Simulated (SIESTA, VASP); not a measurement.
This is a calculation of In3SbTe4 for VASP 6.6.1. Atoms were shifted at random by some hundredths of an Å from the given cell, which wasn't relaxed again for these runs. The cell comes from a database or a generator and needn't be the stable form of this composition.

File INCAR:

```
PREC = Accurate ; ENCUT = 520
EDIFF = 1E-7 ; ISMEAR = -1
SIGMA = 0.05 ; LREAL = False
LASPH = True ; NELM = 100
ALGO = Normal ; ISIF = 2
LWAVE = False ; LCHARG = False
GGA = PE ; NBANDS = 44
```

KPOINTS

```
regular mesh
0
Gamma
  5 5 5
```

POSCAR

```
In3SbTe4
1.0
   -4.1701150000      4.1701150000      3.6065670000
    4.1701150000     -4.1701150000      3.6065670000
    4.1701150000      4.1701150000     -3.6065670000
Te Sb In
4 1 3
Direct
    0.4343040000      0.5529050000      0.5005240000
    0.0589520000      0.9367970000      0.4985730000
    0.5545600000      0.0539070000      0.1144640000
    0.9399480000      0.4373000000      0.8782210000
    0.0046930000      0.0057890000      0.0056460000
    0.0063580000      0.5018990000      0.5058670000
    0.4884230000     -0.0129400000      0.4899120000
    0.5090080000      0.5000090000      0.0016660000
```

Potentials or basis: VASP PAW PBE potentials, release 64 (Te, Sb, In_d).

The run is started by

```console
$ cat potpaw_PBE.64/Te/POTCAR potpaw_PBE.64/Sb/POTCAR potpaw_PBE.64/In_d/POTCAR > POTCAR
$ mpirun -np 1 vasp_std > vasp.out
```

Translate it to SIESTA 5.4.2. Potentials or basis there: files PseudoDojo sr-pbe-0.4.1-standard, DZP (energy shift 0.003 Ry; two zetas on semicore shells).

As run (cutoffs and basis follow the program's own potentials, and thresholds, step limits or extra output files can differ):

In3SbTe4.fdf

```
SystemName                      In3SbTe4
SystemLabel                     In3SbTe4
NumberOfSpecies                 3
NumberOfAtoms                   8
%block ChemicalSpeciesLabel
  1  52 Te
  2  51 Sb
  3  49 In
%endblock ChemicalSpeciesLabel

LatticeConstant                 1.0 Ang
%block LatticeVectors
    -4.1701150000     4.1701150000     3.6065670000
     4.1701150000    -4.1701150000     3.6065670000
     4.1701150000     4.1701150000    -3.6065670000
%endblock LatticeVectors
AtomicCoordinatesFormat         Fractional
%block AtomicCoordinatesAndAtomicSpecies
     0.4343040000     0.5529050000     0.5005240000  1  Te
     0.0589520000     0.9367970000     0.4985730000  1  Te
     0.5545600000     0.0539070000     0.1144640000  1  Te
     0.9399480000     0.4373000000     0.8782210000  1  Te
     0.0046930000     0.0057890000     0.0056460000  2  Sb
     0.0063580000     0.5018990000     0.5058670000  3  In
     0.4884230000    -0.0129400000     0.4899120000  3  In
     0.5090080000     0.5000090000     0.0016660000  3  In
%endblock AtomicCoordinatesAndAtomicSpecies

%block kgrid.MonkhorstPack
    5   0   0  0.0
    0   5   0  0.0
    0   0   5  0.0
%endblock kgrid.MonkhorstPack
XC.Functional                   GGA
XC.Authors                      PBE
PAO.BasisSize                   DZP
PAO.EnergyShift                 0.003 Ry
Mesh.Cutoff                     500 Ry
OccupationFunction              FD
ElectronicTemperature           0.05 eV
MaxSCFIterations                120
SCF.MustConverge                false
SCF.Mixer.Method                Pulay
SCF.Mixer.Weight                0.25
SCF.Mixer.History               8
SCF.DM.Tolerance                5.0e-05
SCF.H.Tolerance                 1.0e-03 eV
WriteForces                     true
Charge.Mulliken                 end
%block PAO.Basis
  Te 4
  n=5 0 2
    5.635 0.000
  n=5 1 2
    7.297 0.000
  n=4 2 2
    3.260 0.000
  n=5 2 1
    7.297
  Sb 4
  n=5 0 2
    5.984 0.000
  n=5 1 2
    7.890 0.000
  n=4 2 2
    3.483 0.000
  n=5 2 1
    7.890
  In 4
  n=5 0 2
    6.996 0.000
  n=5 1 2
    9.500 0.000
  n=4 2 2
    4.106 0.000
  n=5 2 1
    9.500
%endblock PAO.Basis
```

Potentials or basis: PseudoDojo 0.4 standard (PBE files), converted to PSML, two zetas on semicore shells, DZP (energy shift 0.003 Ry; two zetas on semicore shells).

Launch:

```console
$ siesta < In3SbTe4.fdf > In3SbTe4.out 2>&1
```

Both were run:

|  | VASP | SIESTA |
| --- | --- | --- |
| Pressure | 0.3 GPa | 0.8 GPa |

The potentials hold 68 and 118 valence electrons a cell.

Pressure is positive in compression.
